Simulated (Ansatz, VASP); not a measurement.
BiB in VASP and in Ansatz

```xyz
2
Lattice="0.0000 2.6381 2.6381 2.6381 0.0000 2.6381 2.6381 2.6381 0.0000" Properties=species:S:1:pos:R:3 pbc="T T T"
B     0.0000    0.0000    0.0000
Bi    2.6381    2.6381    2.6381
```

Alike in both runs: task single point; functional PBE; k mesh 12 × 12 × 12; occupations fermi-dirac, width 0.05 eV; no spin polarisation.

|  | VASP | Ansatz |
| --- | --- | --- |
| version | VASP 6.6.1 | Ansatz 0.2.0 |
| potentials or method | VASP PAW PBE potentials, release 64 (B, Bi_d), cutoff 520 eV | all-electron LAPW, non-relativistic |

|  | VASP | Ansatz | Ansatz less VASP |
| --- | --- | --- | --- |
| pressure (GPa) | 0.0 | -3.1 | -3.17 |

Ansatz ran all-electron here, so the differences hold the error of VASP's frozen core and of both bases.
